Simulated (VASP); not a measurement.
# Si (Fd-3m) in VASP: notebook

The runs below take Si through relaxation of cell and atoms, with r2SCAN+rVV10.

Program: VASP 6.6.1. These are calculated values, not measurements. Logs are shortened: lines on timing, memory, paths and dates and some standing lists are left out, and cuts for length are marked.

## Step 1: Starting point

The structure is cubic, space group Fd-3m (No. 227). The conventional cell has a = 5.427 Å, b = 5.427 Å, c = 5.427 Å, α = 90.00°, β = 90.00°, γ = 90.00°. Si (site symmetry -43m) has 4 Si at 2.35 Å as nearest neighbours.

## Step 2: Relaxation of cell and atoms, r2SCAN+rVV10

The input, INCAR:

```
  PREC = Accurate
  ENCUT = 520
  EDIFF = 1E-7
  ISMEAR = 0
  SIGMA = 0.02
  LREAL = F
  LASPH = T
  NELM = 80
  ALGO = Normal
  ISIF = 3
  LWAVE = F
  LCHARG = F
  METAGGA = R2SCAN
  LMIXTAU = T
  LUSE_VDW = T
  IVDW_NL = 2
  BPARAM = 11.95
  CPARAM = 0.0093
  IBRION = 2
  NSW = 80
  EDIFFG = -0.002
```

The input, KPOINTS:

```
regular mesh
0
Gamma
  10 10 10
```

The input, POSCAR:

```
Si
1.0
    0.0000000000      2.7135600000      2.7135600000
    2.7135600000      0.0000000000      2.7135600000
    2.7135600000      2.7135600000      0.0000000000
Si
2
Direct
    0.7500000000      0.7500000000      0.7500000000
    0.5000000000      0.5000000000      0.5000000000
```

Potentials or basis: VASP PAW PBE potentials, release 64 (Si).

On the command line:

```sh
> cat potpaw_PBE.64/Si/POTCAR > POTCAR
> mpirun -np 1 vasp_std > vasp.out
```

OUTCAR:

```text
PREC = Accurate
   ENCUT = 520
   EDIFF = 1E-7
   ISMEAR = 0
   LREAL = F
   LASPH = T
   NELM = 80
   ISIF = 3
   METAGGA = R2SCAN
   IVDW_NL = 2
   BPARAM = 11.95
   IBRION = 2
   NSW = 80
   EDIFFG = -0.002

 ion  position               nearest neighbor table
   1  0.750  0.750  0.750-   2 2.35   2 2.35   2 2.35   2 2.35
   2  0.500  0.500  0.500-   1 2.35   1 2.35   1 2.35   1 2.35

  LATTYP: Found a face centered cubic cell.
 ALAT       =     5.4271200000

  Lattice vectors:

 A1 = (   0.0000000000,   2.7135600000,   2.7135600000)
 A2 = (   2.7135600000,   0.0000000000,   2.7135600000)
 A3 = (   2.7135600000,   2.7135600000,   0.0000000000)

Analysis of symmetry for initial positions (statically):
=====================================================================
 Subroutine PRICEL returns:
 Original cell was already a primitive cell.

 Routine SETGRP: Setting up the symmetry group for a
 face centered cubic supercell.

 Subroutine GETGRP returns: Found 48 space group operations
 (whereof 24 operations were pure point group operations)
 out of a pool of 48 trial point group operations.

The static configuration has the point symmetry T_d .
 The point group associated with its full space group is O_h .

Analysis of symmetry for dynamics (positions and initial velocities):
=====================================================================
 Subroutine PRICEL returns:
 Original cell was already a primitive cell.

 Routine SETGRP: Setting up the symmetry group for a
 face centered cubic supercell.

 Subroutine GETGRP returns: Found 48 space group operations
 (whereof 24 operations were pure point group operations)
 out of a pool of 48 trial point group operations.

The dynamic configuration has the point symmetry T_d .
 The point group associated with its full space group is O_h .

 Subroutine INISYM returns: Found 48 space group operations
 (whereof 24 operations are pure point group operations),
 and found     1 'primitive' translations

----------------------------------------------------------------------------------------

                                     Primitive cell

  volume of cell :      39.9621

  direct lattice vectors                    reciprocal lattice vectors
     0.000000000  2.713560000  2.713560000    -0.184259792  0.184259792  0.184259792
     2.713560000  0.000000000  2.713560000     0.184259792 -0.184259792  0.184259792
[... 102 lines left out ...]
   IALGO  =     38    algorithm
   IMIX   =      4    mixing-type and parameters
     AMIX     =   0.40;   BMIX     =  1.00
     AMIX_MAG =   1.60;   BMIX_MAG =  1.00
  volume/ion in A,a.u.               =      19.98       134.84
  Fermi-wavevector in a.u.,A,eV,Ry     =   0.957684  1.809760 12.478691  0.917158
  Thomas-Fermi vector in A             =   2.086724
   LORBIT       =      0    0 simple, 1 ext, 2 COOP (PROOUT), +10 PAW based schemes
   METAGGA = R2SCAN    functional components
   LHFCALC =     F    Hartree Fock is set to
   AEXX    =    0.0000 exact exchange contribution
   IVDW_NL    =     2    kernel type
   BPARAM     =11.9500
   IVDW    =     0    specifies the selected vdW correction
   LEPSILON=     F    determine dielectric tensor
   LRPA    =     F    only Hartree local field effects (RPA)
 conjugate gradient relaxation of ions
 non-spin polarized calculation
 Gauss-broadening in eV      SIGMA  =   0.02
  energy-cutoff  :      520.00
  volume of cell :       39.96
 maximum number of plane-waves:      1091
 NGX is ok and might be reduce to    30
   NGX = 15   NGY = 15   NGZ = 15

--------------------------------------- Ionic step        1  -------------------------------------------

 number of electron       8.0000000 magnetization

 Free energy of the ion-electron system (eV)
  ---------------------------------------------------
  ext. energy  EPLUGINS =         0.00000000
  ---------------------------------------------------
  free energy    TOTEN  =       -17.40397544 eV

  energy without entropy =      -17.40397544  energy(sigma->0) =      -17.40397544

------------------------ aborting loop because EDIFF is reached ----------------------------------------

  FORCE on cell =-STRESS in cart. coord.  units (eV):
  Direction    XX          YY          ZZ          XY          YZ          ZX
  --------------------------------------------------------------------------------------
  -------------------------------------------------------------------------------------
  Total        0.0600327      0.0600327      0.0600327     -0.0000000      0.0000000     -0.0000000
  in kB        2.4068573      2.4068573      2.4068573     -0.0000000      0.0000000     -0.0000000
  external PRESSURE =       2.4068573 kB  Pullay stress =       0.0000000 kB
[... 59 lines left out ...]
--------------------------------------- Ionic step        3  -------------------------------------------

 number of electron       8.0000000 magnetization

 Free energy of the ion-electron system (eV)
  ---------------------------------------------------
  ext. energy  EPLUGINS =         0.00000000
  ---------------------------------------------------
  free energy    TOTEN  =       -17.40404379 eV

  energy without entropy =      -17.40404379  energy(sigma->0) =      -17.40404379

 E-fermi :   5.8514     XC(G=0):  -9.8922

 val. band max:        5.7335216064   @ k =   0.0000   0.0000   0.0000
 cond. band min:       6.4795948439   @ k =   0.4000   0.4000   0.0000
 fundamental gap:      0.7460732375
 Fermi energy:         5.8513658711

 k-point     1 :       0.0000    0.0000    0.0000
  band No.  band energies     occupation
      1      -6.8012      2.00000
      2       5.7335      2.00000
      3       5.7335      2.00000
      4       5.7335      2.00000
      5       8.4831      0.00000
      6       8.4831      0.00000
      7       8.4831      0.00000
      8       9.7116      0.00000
[... 243 lines left out ...]
 k-point    24 :       0.4000    0.3000    0.0000
  band No.  band energies     occupation
      1      -4.5212      2.00000
      2       0.1042      2.00000
      3       2.7301      2.00000
      4       3.1581      2.00000
      5       6.9620      0.00000
      6       8.2160      0.00000
      7      13.1968      0.00000
      8      13.2785      0.00000

 [... further k-points ...]

------------------------ aborting loop because EDIFF is reached ----------------------------------------

  FORCE on cell =-STRESS in cart. coord.  units (eV):
  Direction    XX          YY          ZZ          XY          YZ          ZX
  --------------------------------------------------------------------------------------
  -------------------------------------------------------------------------------------
  Total        0.0015260      0.0015260      0.0015260     -0.0000000      0.0000000      0.0000000
  in kB        0.0610391      0.0610391      0.0610391     -0.0000000      0.0000000      0.0000000
  external PRESSURE =       0.0610391 kB  Pullay stress =       0.0000000 kB
[... 17 lines left out ...]
  FREE ENERGIE OF THE ION-ELECTRON SYSTEM (eV)
  ---------------------------------------------------
  free  energy   TOTEN  =       -17.4040437930 eV

  energy  without entropy=      -17.4040437930  energy(sigma->0) =      -17.40404379

 reached required accuracy - stopping structural energy minimisation
```

OSZICAR:

```text
N       E                     dE             d eps       ncg     rms          rms(c)
DAV:   1     0.188944821150E+01    0.18894E+01   -0.35425E+03   752   0.837E+02
DAV:   2    -0.183274735447E+02   -0.20217E+02   -0.19655E+02  1176   0.874E+01
DAV:   3    -0.185760456520E+02   -0.24857E+00   -0.24857E+00   960   0.127E+01
DAV:   4    -0.185772143146E+02   -0.11687E-02   -0.11687E-02  1264   0.935E-01
[... 29 lines left out ...]
DAV:   4    -0.174040426984E+02   -0.30987E-05   -0.12340E-06   880   0.954E-03    0.541E-03
DAV:   5    -0.174040421906E+02    0.50783E-06   -0.70102E-07   808   0.927E-03    0.398E-03
DAV:   6    -0.174040438467E+02   -0.16561E-05   -0.78886E-07   784   0.945E-03    0.458E-04
DAV:   7    -0.174040437384E+02    0.10835E-06   -0.70422E-08   608   0.321E-03    0.298E-04
DAV:   8    -0.174040437930E+02   -0.54627E-07   -0.72283E-09   456   0.969E-04
   3 F= -.17404044E+02 E0= -.17404044E+02  d E =-.683549E-04
```

CONTCAR:

```text
Si
   1.00000000000000
     0.0000000000000000    2.7156582080190788    2.7156582080190788
     2.7156582080190788    0.0000000000000000    2.7156582080190788
     2.7156582080190788    2.7156582080190788   -0.0000000000000000
  Si
     2
Direct
     0.7500000000000000    0.7500000000000000    0.7500000000000000
     0.5000000000000000    0.5000000000000000    0.5000000000000000

  0.00000000E+00  0.00000000E+00  0.00000000E+00
  0.00000000E+00  0.00000000E+00  0.00000000E+00
```

It took 5.4 min on 1 thread of Intel Xeon Platinum 8259CL at 2.50GHz (Skylake/Cascade Lake), shared host; peak memory 0.28 GiB.

Results:

| Item | Value |
| --- | --- |
| Free energy | -17.4040 eV |
| Relaxed volume | 20.03 Å³/atom |
| Relaxed cell | a = 3.841 Å, b = 3.841 Å, c = 3.841 Å, α = 60.00°, β = 60.00°, γ = 60.00° |
| Space group after relaxing (to 0.05 Å) | Fd-3m (No. 227) |
| Energy gained by relaxing | 0.0 meV/atom |
| Ionic steps | 3 |
| Pressure after relaxing | 0.0 GPa |
| Band gap on the k mesh | 0.75 eV, indirect (least direct gap 2.75 eV) |

Final structure:
```
Si
1.0
     0.00000    2.71566    2.71566
     2.71566    0.00000    2.71566
     2.71566    2.71566    0.00000
Si
2
Direct
  0.75000 0.75000 0.75000
  0.50000 0.50000 0.50000
```

Caveat: the PAW data sets were made with another functional, which shifts forces and pressure a little.

## Step 3: Relaxation of cell and atoms, r2SCAN+rVV10

This run uses another cell than the first one, of 20.03 Å³/atom, 1.002 times its volume.

INCAR is that of step 2.

KPOINTS is that of step 2.

The input, POSCAR:

```
Si                                      
1.0
    0.0000000000      2.7156582080      2.7156582080
    2.7156582080      0.0000000000      2.7156582080
    2.7156582080      2.7156582080     -0.0000000000
  Si            
     2
Direct
     0.7500000000000000    0.7500000000000000    0.7500000000000000
     0.5000000000000000    0.5000000000000000    0.5000000000000000
```

Potentials or basis: VASP PAW PBE potentials, release 64 (Si).

On the command line:

```sh
> cat potpaw_PBE.64/Si/POTCAR > POTCAR
> mpirun -np 1 vasp_std > vasp.out
```

OUTCAR:

```text
PREC = Accurate
   ENCUT = 520
   EDIFF = 1E-7
   ISMEAR = 0
   LREAL = F
   LASPH = T
   NELM = 80
   ISIF = 3
   METAGGA = R2SCAN
   IVDW_NL = 2
   BPARAM = 11.95
   IBRION = 2
   NSW = 80
   EDIFFG = -0.002

 ion  position               nearest neighbor table
   1  0.750  0.750  0.750-   2 2.35   2 2.35   2 2.35   2 2.35
   2  0.500  0.500  0.500-   1 2.35   1 2.35   1 2.35   1 2.35

  LATTYP: Found a face centered cubic cell.
 ALAT       =     5.4313164160

  Lattice vectors:

 A1 = (   0.0000000000,   2.7156582080,   2.7156582080)
 A2 = (   2.7156582080,   0.0000000000,   2.7156582080)
 A3 = (   2.7156582080,   2.7156582080,   0.0000000000)

Analysis of symmetry for initial positions (statically):
=====================================================================
 Subroutine PRICEL returns:
 Original cell was already a primitive cell.

 Routine SETGRP: Setting up the symmetry group for a
 face centered cubic supercell.

 Subroutine GETGRP returns: Found 48 space group operations
 (whereof 24 operations were pure point group operations)
 out of a pool of 48 trial point group operations.

The static configuration has the point symmetry T_d .
 The point group associated with its full space group is O_h .

Analysis of symmetry for dynamics (positions and initial velocities):
=====================================================================
 Subroutine PRICEL returns:
 Original cell was already a primitive cell.

 Routine SETGRP: Setting up the symmetry group for a
 face centered cubic supercell.

 Subroutine GETGRP returns: Found 48 space group operations
 (whereof 24 operations were pure point group operations)
 out of a pool of 48 trial point group operations.

The dynamic configuration has the point symmetry T_d .
 The point group associated with its full space group is O_h .

 Subroutine INISYM returns: Found 48 space group operations
 (whereof 24 operations are pure point group operations),
 and found     1 'primitive' translations

[... 120 lines left out ...]
   LHFCALC =     F    Hartree Fock is set to
   AEXX    =    0.0000 exact exchange contribution
   IVDW_NL    =     2    kernel type
   BPARAM     =11.9500
   IVDW    =     0    specifies the selected vdW correction
   LEPSILON=     F    determine dielectric tensor
   LRPA    =     F    only Hartree local field effects (RPA)
 conjugate gradient relaxation of ions
 non-spin polarized calculation
 Gauss-broadening in eV      SIGMA  =   0.02
  energy-cutoff  :      520.00
  volume of cell :       40.05
 maximum number of plane-waves:      1091
 NGX is ok and might be reduce to    30
   NGX = 15   NGY = 15   NGZ = 15

 number of electron       8.0000000 magnetization

 Free energy of the ion-electron system (eV)
  ---------------------------------------------------
  ext. energy  EPLUGINS =         0.00000000
  ---------------------------------------------------
  free energy    TOTEN  =       -17.40404598 eV

  energy without entropy =      -17.40404598  energy(sigma->0) =      -17.40404598

 E-fermi :   5.8514     XC(G=0):  -9.8923

 val. band max:        5.7335015526   @ k =   0.0000   0.0000   0.0000
 cond. band min:       6.4796206998   @ k =   0.4000   0.4000   0.0000
 fundamental gap:      0.7461191472
 Fermi energy:         5.8513692305

 k-point     1 :       0.0000    0.0000    0.0000
  band No.  band energies     occupation
      1      -6.8013      2.00000
      2       5.7335      2.00000
      3       5.7335      2.00000
      4       5.7335      2.00000
      5       8.4831      0.00000
      6       8.4831      0.00000
      7       8.4831      0.00000
      8       9.7116      0.00000
[... 243 lines left out ...]
 k-point    24 :       0.4000    0.3000    0.0000
  band No.  band energies     occupation
      1      -4.5213      2.00000
      2       0.1042      2.00000
      3       2.7301      2.00000
      4       3.1580      2.00000
      5       6.9620      0.00000
      6       8.2160      0.00000
      7      13.1969      0.00000
      8      13.2785      0.00000

 [... further k-points ...]

------------------------ aborting loop because EDIFF is reached ----------------------------------------

  FORCE on cell =-STRESS in cart. coord.  units (eV):
  Direction    XX          YY          ZZ          XY          YZ          ZX
  --------------------------------------------------------------------------------------
  -------------------------------------------------------------------------------------
  Total        0.0023477      0.0023477      0.0023477      0.0000000      0.0000000      0.0000000
  in kB        0.0939062      0.0939062      0.0939062      0.0000000      0.0000000      0.0000000
  external PRESSURE =       0.0939062 kB  Pullay stress =       0.0000000 kB

 VOLUME and BASIS-vectors are now :
 -----------------------------------------------------------------------------
  energy-cutoff  :      520.00
  volume of cell :       40.05
      direct lattice vectors                 reciprocal lattice vectors
     0.000000000  2.715658208  2.715658208    -0.184117426  0.184117426  0.184117426
     2.715658208  0.000000000  2.715658208     0.184117426 -0.184117426  0.184117426
     2.715658208  2.715658208  0.000000000     0.184117426  0.184117426 -0.184117426

 POSITION                                       TOTAL-FORCE (eV/Angst)
 -----------------------------------------------------------------------------------
      4.07349      4.07349      4.07349         0.000000     -0.000000     -0.000000
      2.71566      2.71566      2.71566        -0.000000      0.000000      0.000000
 -----------------------------------------------------------------------------------
    total drift:                                0.000000     -0.000000     -0.000000

  FREE ENERGIE OF THE ION-ELECTRON SYSTEM (eV)
  ---------------------------------------------------
  free  energy   TOTEN  =       -17.4040459798 eV

  energy  without entropy=      -17.4040459798  energy(sigma->0) =      -17.40404598

 reached required accuracy - stopping structural energy minimisation
```

Wall time 2.6 min (1 thread of Intel Xeon Platinum 8259CL at 2.50GHz (Skylake/Cascade Lake), shared host); peak memory 0.28 GiB.

Results:

| Quantity | Value |
| --- | --- |
| Free energy | -17.4040 eV |
| Pressure after relaxing | 0.0 GPa |
| Band gap on the k mesh | 0.75 eV, indirect (least direct gap 2.75 eV) |

Final structure:
```yaml
crystal:
  lattice:
    - [0.00000, 2.71566, 2.71566]
    - [2.71566, 0.00000, 2.71566]
    - [2.71566, 2.71566, 0.00000]
  atoms:
    - { symbol: Si, position: [0.75000, 0.75000, 0.75000] }
    - { symbol: Si, position: [0.50000, 0.50000, 0.50000] }
```

Levels at points of the mesh, in eV from the valence-band top:
| k point | band 2 | band 3 | band 4 | band 5 | band 6 | band 7 |
| --- | --- | --- | --- | --- | --- | --- |
| (0.00, 0.00, 0.00) | 0.00 | 0.00 | 0.00 | 2.75 | 2.75 | 2.75 |
| (0.50, 0.00, 0.00) | -7.28 | -1.27 | -1.27 | 1.86 | 3.57 | 3.57 |
| (0.50, 0.50, 0.00) | -8.16 | -3.02 | -3.02 | 0.88 | 0.88 | 10.88 |

Caveat: the relaxation stopped at its first step, so nothing moved; the PAW data sets were made with another functional, which shifts forces and pressure a little. r2SCAN opens gaps a little over a GGA but as a rule still falls short of measured ones.
